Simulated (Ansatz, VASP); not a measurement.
## H23C11 (amorphous polyisobutylene at 640 K) in two plane-wave programs

One calculation is typed for both programs; each brings its own data sets. How far apart do they land? The cell is taken from a series of runs on this material, whose earlier steps may have relaxed, scaled, displaced or heated it; both programs get it as it stands.

Program: Ansatz 0.2.0. Level of theory: plane waves, with VASP 6.6.1 beside it; single point at PBE with D3(BJ). Results are calculated unless marked as measured.

## 1. Starting point

The cell holds 136 atoms: 44 C and 92 H. Its edges and angles: a = 11.429 Å, b = 11.429 Å, c = 11.429 Å, α = 90.0°, β = 90.0°, γ = 90.0°. As first built, before any earlier steps moved the atoms (in the runner's words): 2 polyisobutylene chains of 5 units placed at random, at 0.691 g/cm^3; overlaps pushed apart, then 20 ps at 800 K with MMFF94 bonds, angles, torsions, charges and radii (Halgren, J. Comput. Chem. 17, 490 (1996)) in harmonic and 12-6 forms; charges of ions scaled by 0.8. Snapshot after 30 ps at 640 K and fixed volume. The cell carries charge −1.

## 2. VASP: single point, PBE with D3(BJ)

A single point gives forces, pressure and levels at one fixed geometry, so differences don't come from the geometry; what else differs is listed under the comparison.

Lines of VASP's logs that name or quote its potential files are left out, and so is its time.

Contents of INCAR:

```
SYSTEM = H23C11
PREC = Accurate
ENCUT = 600
EDIFF = 1E-06
NELM = 200
ISMEAR = -1
SIGMA = 0.01
LREAL = Auto
ALGO = Normal
GGA = PE
IVDW = 12
NELECT = 269
NBANDS = 229
ISPIN = 2
MAGMOM = 0 0 -0 0 0 0 -0 0 0 0 -0 0 0 0 -0 0 0 0 -0 0 0 0 0 0 -0 0 0 0 -0 0 0 0 -0 0 0 0 -0 0 0 0 -0 0 0 0 -0 -0 -0 -0 -0 -0 -0 -0 -0 -0 -0 -0 -0 -0 -0 -0 -0 -0 -0 -0 -0 -0 -0 -0 -0 -0 -0 -0 -0 -0 -0 -0 -0 -0 -0 -0 -0 -0 -0 -0 -0 -0 -0 -0 -0 -0 -0 -0 -0 -0 -0 -0 -0 -0 -0 -0 -0 -0 -0 -0 -0 -0 -0 -0 -0 -0 -0 -0 -0 -0 -0 -0 -0 -0 -0 -0 -0 -0 -0 -0 -0 -0 -0 -0 -0 -0 -0 -0 -0 -0 -0 -0
LORBIT = 11
LWAVE = .FALSE.
LCHARG = .FALSE.
ISIF = 2
LASPH = .TRUE.
GGA_COMPAT = .FALSE.
```

Contents of POSCAR:

```
H23C11
1.0
   11.4289300000      0.0000000000      0.0000000000
    0.0000000000     11.4289300000      0.0000000000
    0.0000000000      0.0000000000     11.4289300000
C H
44 92
Direct
    0.0517600000      0.5814300000      0.9144100000
    0.0009700000      0.5436500000      0.7964500000
    0.9189200000      0.4360900000      0.7986000000
    0.8135400000      0.4615400000      0.8790500000
    0.9826200000      0.3282400000      0.8487100000
    0.8640700000      0.4090100000      0.6764700000
    0.9333000000      0.3960200000      0.5587400000
    0.9607200000      0.5190200000      0.5103800000
    0.0487600000      0.3290300000      0.5734200000
    0.8437800000      0.3313600000      0.4773600000
    0.8682100000      0.2823300000      0.3516900000
    0.7451400000      0.2640500000      0.2988200000
    0.9327000000      0.3696700000      0.2724400000
    0.9322400000      0.1624700000      0.3664600000
    0.9922900000      0.0900300000      0.2670000000
    0.1018500000      0.1539000000      0.2207000000
    0.0346700000      0.9780500000      0.3291500000
    0.9030000000      0.0636700000      0.1681000000
    0.9188600000      0.9671000000      0.0732700000
    0.8233900000      0.9908800000      0.9809800000
    0.8965100000      0.8434500000      0.1218600000
    0.0380500000      0.9700800000      0.0114700000
    0.4897500000      0.3172600000      0.6596600000
    0.5195800000      0.2675200000      0.7801600000
    0.4430700000      0.1651700000      0.8268700000
    0.3166100000      0.2091000000      0.8418300000
    0.4927700000      0.1344900000      0.9479500000
    0.4513400000      0.0637600000      0.7359400000
    0.4187600000      0.9345300000      0.7623300000
    0.5117400000      0.8733800000      0.8387500000
[... 100 atom lines left out ...]
    0.4585600000      0.7026400000      0.0694800000
    0.3671300000      0.6033200000      0.9936300000
    0.3044200000      0.7108500000      0.0865600000
    0.2696200000      0.4217500000      0.2432300000
    0.2626800000      0.4442000000      0.0894100000
    0.1920300000      0.5439200000      0.1857400000
```

Contents of KPOINTS:

```
Automatic mesh
0
Gamma
1 1 1
0 0 0
```

PAW data sets: C and H (PBE family, release 64).

Started as:

```
export OMP_NUM_THREADS=3
mpirun -np 1 vasp_gam
```

Numbers of over 12 decimals in the logs are rounded to 6 here.

The log of the run:

```text
[banner, memory and clock lines left out]
running    1 mpi-ranks, on    1 nodes
[...]
Offloading initialized ...    1 GPUs detected
[...]
LDA part: xc-table for (Slater+PW92), standard interpolation
 POSCAR, INCAR and KPOINTS ok, starting setup
[...]
entering main loop
       N       E                     dE             d eps       ncg     rms          rms(c)
DAV:   1     0.175746754575E+04    0.17575E+04   -0.13587E+05   924   0.116E+03
DAV:   2    -0.559184982245E+03   -0.23167E+04   -0.21798E+04  1150   0.247E+02
DAV:   3    -0.807606966736E+03   -0.24842E+03   -0.24638E+03  1200   0.813E+01
DAV:   4    -0.814997823183E+03   -0.73909E+01   -0.73665E+01  1216   0.162E+01
DAV:   5    -0.815209763170E+03   -0.21194E+00   -0.21174E+00  1304   0.261E+00BRMIX: very serious problems
 the old and the new charge density differ
 old charge density:   268.00000 new  269.00000
    0.440E+01
DAV:   6    -0.750867201438E+03    0.64343E+02   -0.94892E+01  1072   0.150E+01    0.222E+01
DAV:   7    -0.739558856198E+03    0.11308E+02   -0.25795E+01  1176   0.813E+00    0.114E+01
DAV:   8    -0.737842496100E+03    0.17164E+01   -0.51837E+00  1224   0.394E+00    0.273E+00
DAV:   9    -0.737671946542E+03    0.17055E+00   -0.10542E+00  1088   0.176E+00    0.113E+00
[...]
DAV:  18    -0.737727308597E+03   -0.10797E-04   -0.17794E-05  1064   0.952E-03    0.612E-03
DAV:  19    -0.737727311886E+03   -0.32894E-05   -0.88036E-06  1072   0.672E-03    0.443E-03
DAV:  20    -0.737727312861E+03   -0.97546E-06   -0.21564E-06   904   0.352E-03
   1 F= -.74367659E+03 E0= -.74366966E+03  d E =-.138629E-01  mag=    -0.0001
```

OUTCAR, selected parts (step 2):

```text
 magnetization (x)
# of ion       s       p       d       tot
------------------------------------------
    1       -0.000  -0.000   0.000  -0.000
    2       -0.000  -0.000   0.000  -0.000
    3       -0.000   0.000   0.000   0.000
    4       -0.000  -0.000   0.000  -0.000
    5       -0.000  -0.000   0.000  -0.000
    6       -0.000  -0.000   0.000  -0.000
[...]
134        0.000  -0.000   0.000  -0.000
  135       -0.000  -0.000   0.000  -0.000
  136        0.000  -0.000   0.000   0.000
--------------------------------------------------
tot         -0.000  -0.000   0.000  -0.000
```

This run allows spin, but its moments start at zero, where symmetry between the spins tends to hold them. Its electron count is odd, so without a moment it is a metal by construction. Dispersion corrections of this kind ignore metallic screening and tend to overbind metals.

## 3. Ansatz: single point, PBE with D3(BJ)

Ansatz runs on its default PAW (the set named soft_2) files.

The same cell, functional, mesh and smearing now go to Ansatz, which takes its cutoff from its data sets.

Contents of input.yaml:

```yaml
crystal:
  lattice:
    - [11.42893, 0.0, 0.0]
    - [0.0, 11.42893, 0.0]
    - [0.0, 0.0, 11.42893]
  atoms:
    - { symbol: C, position: [0.05176, 0.58143, 0.91441] }
    - { symbol: C, position: [0.00097, 0.54365, 0.79645] }
    - { symbol: C, position: [0.91892, 0.43609, 0.7986] }
    - { symbol: C, position: [0.81354, 0.46154, 0.87905] }
    - { symbol: C, position: [0.98262, 0.32824, 0.84871] }
    - { symbol: C, position: [0.86407, 0.40901, 0.67647] }
    - { symbol: C, position: [0.9333, 0.39602, 0.55874] }
    - { symbol: C, position: [0.96072, 0.51902, 0.51038] }
    - { symbol: C, position: [0.04876, 0.32903, 0.57342] }
    - { symbol: C, position: [0.84378, 0.33136, 0.47736] }
    - { symbol: C, position: [0.86821, 0.28233, 0.35169] }
    - { symbol: C, position: [0.74514, 0.26405, 0.29882] }
    - { symbol: C, position: [0.9327, 0.36967, 0.27244] }
    - { symbol: C, position: [0.93224, 0.16247, 0.36646] }
    - { symbol: C, position: [0.99229, 0.09003, 0.267] }
    - { symbol: C, position: [0.10185, 0.1539, 0.2207] }
    - { symbol: C, position: [0.03467, 0.97805, 0.32915] }
    - { symbol: C, position: [0.903, 0.06367, 0.1681] }
    - { symbol: C, position: [0.91886, 0.9671, 0.07327] }
    - { symbol: C, position: [0.82339, 0.99088, 0.98098] }
    - { symbol: C, position: [0.89651, 0.84345, 0.12186] }
    - { symbol: C, position: [0.03805, 0.97008, 0.01147] }
    - { symbol: H, position: [0.98364, 0.60686, 0.9772] }
    - { symbol: H, position: [0.10961, 0.65741, 0.903] }
    - { symbol: H, position: [0.10419, 0.51187, 0.95487] }
    - { symbol: H, position: [0.07449, 0.52578, 0.73699] }
    - { symbol: H, position: [0.95275, 0.61775, 0.75784] }
    - { symbol: H, position: [0.76684, 0.54097, 0.85106] }
    - { symbol: H, position: [0.84069, 0.47358, 0.97041] }
    - { symbol: H, position: [0.75091, 0.3885, 0.87708] }
[... 100 atom lines left out ...]
    - { symbol: H, position: [0.45856, 0.70264, 0.06948] }
    - { symbol: H, position: [0.36713, 0.60332, 0.99363] }
    - { symbol: H, position: [0.30442, 0.71085, 0.08656] }
    - { symbol: H, position: [0.26962, 0.42175, 0.24323] }
    - { symbol: H, position: [0.26268, 0.4442, 0.08941] }
    - { symbol: H, position: [0.19203, 0.54392, 0.18574] }
total_charge: -1
kpoints:
  mp_grid: { grid: [1, 1, 1] }
hamiltonian:
  xc: pbe
  dispersion: d3bj
scf:
  occupations: { method: fermi_dirac, width: 0.01 }
  lower_state_search: "off"
output:
  forces: true
  stress: true
  populations: true
  dos:
    method: { smearing: { sigma: 0.15 } }
    de: 0.1
    projected: { site_lists: { C: [C], H: [H] } }
  eigenvalues: true
  write_density: true
  write_potential: true
  volumetric_format: npy
magnetization:
  spin_polarized: true
  initial_magnetization: 1
```

Started as:

```
ansatz run input.yaml --threads 4 --pin off --max-ram 8192MiB --backend cpu --events-out ev --progress --plain --runs-dir out
```

The log of the run:

```text
Engine: ansatz 0.2.0, x86_64-unknown-linux-gnu
Pseudopotentials: kind: paw
Pseudopotential: C, paw, valence charge 4, recommended cutoff 420 eV (normal), C.paw.azcp
Pseudopotential: H, paw, valence charge 1, recommended cutoff 420 eV (normal), H.paw.azcp
Functional definition: PBE
  parameter kappa = 0.804
  parameter beta = 0.066725
  exchange = pbe_x(kappa = kappa, mu = beta*pi^2/3)
  correlation = pbe_c(beta = beta)
Crystal: 136 atoms, lattice volume = 1492.852 Å³
Basis set: ecut = 420 eV, 29039 PW (Γ), exchange–correlation on 160×160×160 points (8 copies of the dense FFT grid, shifted against one another)
Bands: 271, of which v1, the nominal top of the filled ones, is band 135 counted from 1 (134 counted from 0)
Symmetry: 1 space group operations
Space group: P1 (ITA 1), of the structure as read, at distance tolerance 1.1e-4 Å
Magnetic group: BNS 1.1 (UNI 1), of the structure as read, at distance tolerance 1.1e-4 Å
k-points: 1
Non-local potential: C, projectors of the file, l = 0: 2, l = 1: 2, l = 2: 1
Non-local potential: H, projectors of the file, l = 0: 2, l = 1: 1
PAW form: soft (Blöchl's): semilocal exchange-correlation on the pseudo side does not see the compensation charge
PAW one-centre angular grid: C, 110 points (default); XC on 64 Gauss nodes
PAW one-centre angular grid: H, 110 points (default); XC on 64 Gauss nodes
Initial density: superposition of atomic densities (chi_scale 0.1, normalization cell)
Starting moments: Σ|m| = 1 μB on 136 of 136 sites
Initial wavefunctions: pseudopotential atomic-orbital guess
Functional: x = pbe(κ = 0.804, μ = 0.219515), c = pbe(β = 0.066725)
SCF iter   1: F=—  HF=-12592.884578 eV  |F-HF|=—  |Δ(HF+E_count)|=         —  Δρ=5.29e-2 (↑5.25e-2 ↓5.29e-2)  dr2=1.97e2  dr2_m=3.81e-3  M=1.000 μB ∫|m|=1.009 μB  β_m=1.00  ethr=3.10e-3  ⟨swp⟩=6.0  Hψ=2585  notcnv=0  defer=63
preconditioner: auto → Resta (q_TF=auto, 2.050 Å⁻¹)  ε∞=1.8  [insulator: Δε(μ)=0.659 eV  Ē_g=14.667 eV  σ=0.010 eV  W_gap=1.00  n_scr=202 (ndim 8)  ℏωp=13.5 eV  f_vac=0.196  D(μ)=0.00/eV (n_scr^D=0)  ε∞_Penn≈1.8]
spin=Collinear: Resta preconditioning applied to the charge; magnetization (m = ρ↑ − ρ↓) channel mixes plain (no charge-response kernel on spin).
SCF iter   2: F=—  HF=-12547.349911 eV  |F-HF|=—  |Δ(HF+E_count)|=         —  Δρ=3.21e-2 (↑3.20e-2 ↓3.21e-2)  dr2=6.10e1  dr2_m=4.73e-4  M=0.587 μB ∫|m|=0.625 μB  β_m=0.30  ethr=3.10e-3  ⟨swp⟩=3.0  Hψ=919  notcnv=0  defer=260
Mixer restart at iter 2: flushing history
SCF iter   3: F=—  HF=-12534.532425 eV  |F-HF|=—  |Δ(HF+E_count)|=    1.28e1  Δρ=2.14e-2 (↑2.14e-2 ↓2.14e-2)  dr2=2.29e1  dr2_m=4.06e-4  M=0.516 μB ∫|m|=0.554 μB  β_m=0.30  ethr=3.10e-3  ⟨swp⟩=3.0  Hψ=556  notcnv=0  defer=260
SCF iter   4: F=—  HF=-12527.468883 eV  |F-HF|=—  |Δ(HF+E_count)|=    7.06e0  Δρ=7.28e-3 (↑7.28e-3 ↓7.00e-3)  dr2=1.87e0  dr2_m=1.09e-3  M=0.338 μB ∫|m|=0.481 μB  β_m=0.30  ethr=3.10e-3  ⟨swp⟩=3.5  Hψ=700  notcnv=0  defer=259
SCF iter   5: F=—  HF=-12526.999568 eV  |F-HF|=—  |Δ(HF+E_count)|=   4.69e-1  Δρ=1.42e-3 (↑1.42e-3 ↓1.31e-3)  dr2=8.06e-2  dr2_m=7.87e-4  M=0.033 μB ∫|m|=0.092 μB  β_m=0.30  ethr=6.96e-4  ⟨swp⟩=3.0  Hψ=891  notcnv=0  defer=259
SCF iter   6: F=—  HF=-12527.019174 eV  |F-HF|=—  |Δ(HF+E_count)|=   1.96e-2  Δρ=8.66e-4 (↑8.66e-4 ↓7.82e-4)  dr2=2.65e-2  dr2_m=5.53e-4  M=-0.039 μB ∫|m|=0.073 μB  β_m=0.30  ethr=3.00e-5  ⟨swp⟩=6.0  Hψ=580  notcnv=0  defer=259
SCF iter   7: F=—  HF=-12527.037559 eV  |F-HF|=—  |Δ(HF+E_count)|=   1.84e-2  Δρ=3.28e-4 (↑3.28e-4 ↓2.86e-4)  dr2=3.00e-3  dr2_m=3.74e-4  M=-0.093 μB ∫|m|=0.107 μB  β_m=0.30  ethr=9.86e-6  ⟨swp⟩=3.0  Hψ=577  notcnv=0  defer=259
SCF iter   8: F=—  HF=-12527.040872 eV  |F-HF|=—  |Δ(HF+E_count)|=   3.31e-3  Δρ=1.58e-4 (↑1.27e-4 ↓1.58e-4)  dr2=6.63e-4  dr2_m=1.32e-4  M=-0.045 μB ∫|m|=0.059 μB  β_m=0.30  ethr=1.12e-6  ⟨swp⟩=2.5  Hψ=567  notcnv=0  defer=259
SCF iter   9: F=—  HF=-12527.041418 eV  |F-HF|=—  |Δ(HF+E_count)|=   5.46e-4  Δρ=7.39e-5 (↑6.17e-5 ↓7.39e-5)  dr2=1.61e-4  dr2_m=4.65e-5  M=-0.011 μB ∫|m|=0.027 μB  β_m=0.30  ethr=2.46e-7  ⟨swp⟩=3.0  Hψ=568  notcnv=0  defer=259
SCF iter  10: F=—  HF=-12527.041522 eV  |F-HF|=—  |Δ(HF+E_count)|=   1.04e-4  Δρ=4.20e-5 (↑4.20e-5 ↓3.97e-5)  dr2=1.52e-5  dr2_m=1.99e-5  M=0.003 μB ∫|m|=0.019 μB  β_m=0.30  ethr=5.99e-8  ⟨swp⟩=2.5  Hψ=502  notcnv=0  defer=259
SCF iter  11: F=—  HF=-12527.041698 eV  |F-HF|=—  |Δ(HF+E_count)|=   1.75e-4  Δρ=2.94e-5 (↑2.94e-5 ↓2.79e-5)  dr2=4.91e-6  dr2_m=1.07e-5  M=0.005 μB ∫|m|=0.017 μB  β_m=0.30  ethr=5.65e-9  ⟨swp⟩=3.0  Hψ=766  notcnv=0  defer=259
Mixer restart at iter 11: flushing history
spin-set hold released at iteration 11 (site moments contracting): the magnetisation degrees of freedom join the quasi-Newton model from the next iteration; the mixer history was flushed
[...]
k-point 0 ↓: bands = [... 131 lower, -3.0876, -2.7059, -2.6136, 2.3011, 3.1346, 3.1999, 3.3359, 3.4457, ... 132 higher]
--- Löwdin populations: 136 sites ---
  site symbol       q [e]    m [muB]
     0      C      4.4610    -0.0000
     1      C      4.2770    -0.0000
     2      C      3.9133    -0.0000
     3      C      4.4700    -0.0000
     4      C      4.4679     0.0000
     5      C      4.2874     0.0000
     6      C      3.9174    -0.0000
     7      C      4.4710    -0.0000
     8      C      4.4706    -0.0000
     9      C      4.2877     0.0000
    10      C      3.9180    -0.0000
    11      C      4.4631     0.0000
    12      C      4.4646     0.0000
    13      C      4.2898     0.0000
    14      C      3.9167    -0.0000
    15      C      4.4704    -0.0000
    16      C      4.4723    -0.0000
    17      C      4.2869     0.0000
    18      C      3.9035    -0.0000
    19      C      4.4648     0.0000
    20      C      4.4686    -0.0000
    21      C      4.4680     0.0000
    22      H      0.8290    -0.0000
    23      H      0.8165    -0.0000
[...]
128      H      0.8300    -0.0000
   129      H      0.8287    -0.0000
   130      H      0.8252    -0.0000
   131      H      0.8271    -0.0000
   132      H      0.8272    -0.0000
   133      H      0.8276    -0.0000
   134      H      0.8304    -0.0000
   135      H      0.8246    -0.0000
  spilling = 0.012465 (of n_electrons = 269.000000)
```

The column dr2 measures how far the density is from self-consistency, as an energy; F and HF (Harris–Foulkes) agree once it is small.

## 4. Differences

Known differences besides the potentials themselves: the cutoff is 420 eV in Ansatz and 600 eV in VASP (PREC = Accurate, projectors in real space). Total energies have different zeros and are not compared.

At this near-relaxed geometry the largest component of a force difference is 21 meV/Å. The cell carries a charge of -1 e against a uniform background, so its pressure also hangs on how the neutralising background is counted, and in a defect's cell a gap may be the spacing between its levels.

## 5. Results

| Quantity | Value |
| --- | --- |
| r.m.s. force difference (single point, PBE with D3(BJ)) | 9.8 meV/Å |

What this shows: The r.m.s. force difference is 9.8 meV/Å (single point, PBE with D3(BJ)), within the 12 meV/Å picked in this series as the mark of a large difference. Such differences can come from data sets, numerical settings and the points named under the comparisons, not from the functional's error against experiment.

[Lines on the potential files, build, host, timing and source positions are cut from VASP's logs without a mark.]

[Logs are printed without paths, hosts, clocks, repeated set-up lines and the standing remarks that a program may print on its own settings, such as how far it seeks lower states.]

[Hosts, paths, dates, database ids (printed as entryN), source tags and the programs' standing remarks are cut or masked in the printed files.]

[The MMFF94 radii named for the starting cell were scaled by 0.96; in molecules described by MMFF94, hydrogen bound to N, O or S took a small fixed 12-6 site in their place.]
